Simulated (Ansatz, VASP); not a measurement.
# Cross-check of Na2MoO4 (Na2MoO4 (Fd-3m)) between VASP and Ansatz, part 2 of 2

Aim: how closely do two programs agree when they are given the same cell, functional and k mesh?  The structure shown is the end of the VASP relaxation below.

VASP 6.6.1 and Ansatz 0.2.0.

So far: The starting structure; VASP: relaxation, PBEsol.

## Step 3: Ansatz: single point, PBEsol

Level of this step: Ansatz beside VASP: Kohn-Sham DFT, plane waves, PBEsol (Ansatz).

Ansatz runs on its default PAW (the set named soft_2) files.

The same cell, functional, mesh and smearing now go to Ansatz, which takes its cutoff from its data sets.

Contents of input.yaml:

```yaml
crystal:
  lattice:
    - [0.0, 4.51106614, 4.51106614]
    - [4.51106614, 0.0, 4.51106614]
    - [4.51106614, 4.51106614, 0.0]
  atoms:
    - { symbol: Na, position: [0.125, 0.125, 0.125] }
    - { symbol: Na, position: [0.625, 0.125, 0.125] }
    - { symbol: Na, position: [0.125, 0.125, 0.625] }
    - { symbol: Na, position: [0.125, 0.625, 0.125] }
    - { symbol: Mo, position: [0.5, 0.5, 0.5] }
    - { symbol: Mo, position: [0.75, 0.75, 0.75] }
    - { symbol: O, position: [0.86475163, 0.86475163, 0.86475163] }
    - { symbol: O, position: [0.84425489, 0.38524837, 0.38524837] }
    - { symbol: O, position: [0.38524837, 0.38524837, 0.84425489] }
    - { symbol: O, position: [0.38524837, 0.84425489, 0.38524837] }
    - { symbol: O, position: [0.86475163, 0.86475163, 0.40574511] }
    - { symbol: O, position: [0.86475163, 0.40574511, 0.86475163] }
    - { symbol: O, position: [0.38524837, 0.38524837, 0.38524837] }
    - { symbol: O, position: [0.40574511, 0.86475163, 0.86475163] }
hamiltonian:
  xc: pbesol
  pseudopotentials: { kind: paw }
kpoints:
  mp_grid: { grid: [4, 4, 4] }
scf:
  occupations: { method: gaussian, width: 0.05 }
  n_extra_bands: 7
output:
  forces: true
  stress: true
  eigenvalues: true
```

Started as:

```bash
$ ansatz run input.yaml --threads 4 --pin off --max-ram 18432MiB --backend cpu --events-out ev --progress --plain --runs-dir out
```

Numbers of over 12 decimals in the logs are rounded to 6 here.

Output:

```text
scf.n_extra_bands = 7 over 56 filled bands (N_el = 112.0): the run solves 63 bands
Engine: ansatz 0.2.0, aarch64-unknown-linux-gnu
Pseudopotentials: kind: paw
Pseudopotential: Na, paw, valence charge 9, recommended cutoff 420 eV (normal), Na.paw.azcp
Pseudopotential: Mo, paw, valence charge 14, recommended cutoff 420 eV (normal), Mo.paw.azcp
Pseudopotential: O, paw, valence charge 6, recommended cutoff 420 eV (normal), O.paw.azcp
Functional definition: PBEsol
  exchange = pbesol_x
  correlation = pbesol_c
Crystal: 14 atoms, lattice volume = 183.598 Å³
Basis set: ecut = 420 eV, 3647 PW (Γ), exchange–correlation on 90×90×90 points (8 copies of the dense FFT grid, shifted against one another)
Bands: 63, of which v1, the nominal top of the filled ones, is band 56 counted from 1 (55 counted from 0)
Symmetry: 48 space group operations
Space group: Fd-3m (ITA 227), of the structure as read, at distance tolerance 5.7e-5 Å
k-points: 8 of 64
Non-local potential: Na, projectors of the file, l = 0: 3, l = 1: 2, l = 2: 1
Non-local potential: Mo, projectors of the file, l = 0: 3, l = 1: 2, l = 2: 2, l = 3: 1
Non-local potential: O, projectors of the file, l = 0: 2, l = 1: 2, l = 2: 1
PAW form: soft (Blöchl's): semilocal exchange-correlation on the pseudo side does not see the compensation charge
PAW frozen core: Na, regenerated for the run's functional, and the local potential with it (the file was generated under x = pbe(κ = 0.804, μ = 0.219515), c = pbe(β = 0.066725))
PAW frozen core: Mo, regenerated for the run's functional, and the local potential with it (the file was generated under x = pbe(κ = 0.804, μ = 0.219515), c = pbe(β = 0.066725))
PAW frozen core: O, regenerated for the run's functional, and the local potential with it (the file was generated under x = pbe(κ = 0.804, μ = 0.219515), c = pbe(β = 0.066725))
PAW one-centre angular grid: Na, 110 points (default); XC on 64 Gauss nodes
PAW one-centre angular grid: Mo, 590 points (default); XC on 64 Gauss nodes
PAW one-centre angular grid: O, 110 points (default); XC on 64 Gauss nodes
Initial density: superposition of atomic densities (neutral atoms: chi_scale 0, normalization atom), corrected by the library's trained network
Initial wavefunctions: pseudopotential atomic-orbital guess
Functional: x = pbesol(κ = 0.804, μ = 0.123457), c = pbesol(β = 0.046)
SCF iter   1: F=—  HF=-20193.848392 eV  |F-HF|=—  |Δ(HF+E_count)|=         —  Δρ=1.47e-2  dr2=4.01e-1  ethr=1.77e-3  ⟨swp⟩=6.0  Hψ=1812  notcnv=0
preconditioner: auto → Resta (q_TF=auto, 2.513 Å⁻¹)  ε∞=4.3  [insulator: Δε(μ)=4.095 eV  Ē_g=14.104 eV  σ=0.050 eV  W_gap=1.00  n_scr=58 (ndim 8)  ℏωp=25.7 eV  f_vac=0.039  D(μ)=0.00/eV (n_scr^D=0)  ε∞_Penn≈4.3]
SCF iter   2: F=—  HF=-20193.793403 eV  |F-HF|=—  |Δ(HF+E_count)|=   5.50e-2  Δρ=7.58e-3  dr2=1.33e-1  ethr=3.58e-4  ⟨swp⟩=2.0  Hψ=857  notcnv=0  defer=24
SCF iter   3: F=—  HF=-20193.770899 eV  |F-HF|=—  |Δ(HF+E_count)|=   2.25e-2  Δρ=1.41e-3  dr2=3.30e-3  ethr=1.19e-4  ⟨swp⟩=2.0  Hψ=702  notcnv=0  defer=24
SCF iter   4: F=—  HF=-20193.770123 eV  |F-HF|=—  |Δ(HF+E_count)|=   7.76e-4  Δρ=3.71e-4  dr2=2.17e-4  ethr=2.95e-6  ⟨swp⟩=2.0  Hψ=880  notcnv=0  defer=24
SCF iter   5: F=—  HF=-20193.770155 eV  |F-HF|=—  |Δ(HF+E_count)|=   3.21e-5  Δρ=1.35e-4  dr2=1.85e-5  ethr=1.94e-7  ⟨swp⟩=3.0  Hψ=928  notcnv=0  defer=24
SCF iter   6: F=—  HF=-20193.770369 eV  |F-HF|=—  |Δ(HF+E_count)|=   2.13e-4  Δρ=4.62e-5  dr2=2.54e-6  ethr=1.65e-8  ⟨swp⟩=2.0  Hψ=912  notcnv=0  defer=24
SCF iter   7: F=—  HF=-20193.770370 eV  |F-HF|=—  |Δ(HF+E_count)|=   9.47e-7  Δρ=1.20e-5  dr2=2.09e-7  ethr=2.27e-9  ⟨swp⟩=2.0  Hψ=736  notcnv=0  defer=24
SCF iter   8: F=-20193.770370 eV  HF=-20193.770370 eV  |F-HF|=1.93e-8  |Δ(HF+E_count)|=   2.64e-8  Δρ=5.70e-6  dr2=3.65e-8  ethr=8.93e-11  ⟨swp⟩=8.4  Hψ=1775  notcnv=0
SCF 1 converged in 8 iterations: F = -20193.770370 eV  dr2 = 3.65e-8
  greatest PAW one-centre occupation: 0.999 electrons in one spin orbital (limit 2), on the Na atom at site 2 (counted from 0), in its partial waves of l = 0
SCF converged after 8 iterations
Free energy (F): -20193.770370 eV
Harris-Foulkes:  -20193.770370 eV  (|F-HF|=1.93e-8)
Internal energy: -20193.770370 eV  (E = F + TS)
E sigma→0 (E₀):  -20193.770370 eV
Fermi energy:    6.499761 eV
--- Per-component energies (eV) ---
  E_band       = -1360.590043
  E_kinetic    = 2751.798698
  E_local      = -10246.676342  (includes V_loc(G=0)·N_el)
  E_nonlocal   = 1135.157548
  E_hartree    = 3561.410385
  E_xc         = -1097.150441
  E_vxc        = -1397.611059  (∫ρ·V_xc dr)
  E_paw        = -8515.938428  (= ΣΔE_a)
  E_vpaw       = -726.093400  (= ΣTr[D̂ρ^β])
  E_aug_tail   = 0.020040  (compensation charges beyond the density's cutoff)
  E_ewald      = -7783.311506
  E_core_change = 0.919677  (= ΣΔE_core)
  E_smearing   = -0.000000  (= −TS)
  E_closure    = -0.000000  (closes the sum)
  Σ components = -20193.770370   (vs F -20193.770370, Δ=0.00e0)
--- Forces (eV/Å), atoms counted from 1 ---
  atom   1  Na     0.00000000     0.00000000    -0.00000000
  atom   2  Na     0.00000000    -0.00000000    -0.00000000
  atom   3  Na     0.00000000    -0.00000000     0.00000000
  atom   4  Na     0.00000000    -0.00000000    -0.00000000
  atom   5  Mo     0.00000000     0.00000000     0.00000000
  atom   6  Mo    -0.00000000    -0.00000000     0.00000000
  atom   7  O     -0.54395222    -0.54395222    -0.54395222
  atom   8  O      0.54395222    -0.54395222    -0.54395222
  atom   9  O     -0.54395222    -0.54395222     0.54395222
  atom  10  O     -0.54395222     0.54395222    -0.54395222
  atom  11  O      0.54395222     0.54395222    -0.54395222
  atom  12  O      0.54395222    -0.54395222     0.54395222
  atom  13  O      0.54395222     0.54395222     0.54395222
  atom  14  O     -0.54395222     0.54395222     0.54395222
  max |Σ_I F_I| component: 1.33e-15 eV/Å
--- Stress (GPa, compression-positive) ---
       -1.990998      -0.000000       0.000000
        0.000000      -1.990998       0.000000
       -0.000000      -0.000000      -1.990998
  P = ⅓ Tr σ = -1.9910 GPa (-19.910 kbar)
--- Band table (eV; the first three rows and the last of 8) ---
  k-point 0: bands = [... 52 lower, 4.3142, 4.3736, 4.3736, 4.3736, 8.6458, 8.6458, 8.8959, 8.8959, ... 3 higher]
  k-point 1: bands = [... 52 lower, 4.2194, 4.3255, 4.3301, 4.3301, 8.6833, 8.6833, 8.9264, 8.9264, ... 3 higher]
  k-point 2: bands = [... 52 lower, 4.1853, 4.2596, 4.2855, 4.2855, 8.7230, 8.7230, 8.9547, 8.9547, ... 3 higher]
  k-point 7: bands = [... 52 lower, 4.1447, 4.1447, 4.1592, 4.1592, 8.7500, 8.7500, 8.9252, 8.9252, ... 3 higher]
```

Elapsed: 1.4 s, on 4 threads of Arm Neoverse V2, shared host; peak memory 0.61 GiB; 4.9 s of CPU time.

The column dr2 measures how far the density is from self-consistency, as an energy; F and HF (Harris–Foulkes) agree once it is small.

The run ends at a pressure of -1.99 GPa, with forces up to 0.94 eV/Å.

## Step 4: Comparison

Known differences besides the PAW data sets themselves: the data sets hold 112 valence electrons in Ansatz (default PAW (the set named soft_2) files) and 64 in VASP; the cutoff is 420 eV in Ansatz and 520 eV in VASP (PREC = Accurate, projectors in real space); Ansatz makes its cores anew for this functional, VASP keeps those of its PBE data sets; VASP leaves aspherical gradient terms in its spheres out (LASPH is not set), Ansatz keeps them. Total energies have different zeros and are not compared.

Both answers:

```
              quantity  Ansatz   VASP  difference
        pressure (GPa)   -1.99   0.22       -2.21
gap on the k mesh (eV)   4.253  4.113      +0.139
```

At this near-relaxed geometry the largest component of a force difference is 543 meV/Å. Ansatz's pressure holds a Pulay correction of 0.54 GPa; VASP's holds none.

## Step 5: What moves the difference

The difference is large enough to ask for its cause, so further runs change the set-up of one program at a time, as the table lists.

```csv
run,r.m.s. force difference (meV/Å)
as above,411
"cores kept as stored, as VASP does, whose cores stay as stored",407
Ansatz's larger PAW set (cutoff 900 eV),410
norm-conserving potentials (cutoff 1197 eV),418
```

## Step 6: Results

| Property | Result |
| --- | --- |
| r.m.s. force difference (single point, PBEsol) | 411 meV/Å |
| difference in pressure (single point, PBEsol) | -2.2 GPa |
| difference in gap on the k mesh (single point, PBEsol) | 0.14 eV |

**Reading.** The r.m.s. force difference is 411 meV/Å (single point, PBEsol), beyond the 12 meV/Å picked in this series as the mark of a large difference. Also far apart in the single point, PBEsol pair: the difference in pressure, -2.2 GPa and the difference in gap on the k mesh, 0.14 eV. For single point, PBEsol: no further run halves the r.m.s. force difference; only Ansatz's side was varied, and Ansatz's runs with other potentials lie closer to each other than to VASP, which for this quantity points to VASP's side; this was not tested here. How closely two codes agree says nothing of how well the functional describes the real material.

[Lines on the potential files, build, host, timing and source positions are cut from VASP's logs without a mark.]

[Logs are printed without paths, hosts, clocks, repeated set-up lines and the standing remarks that a program may print on its own settings, such as how far it seeks lower states.]

[Hosts, paths, dates, database ids (printed as entryN), source tags and the programs' standing remarks are cut or masked in the printed files.]
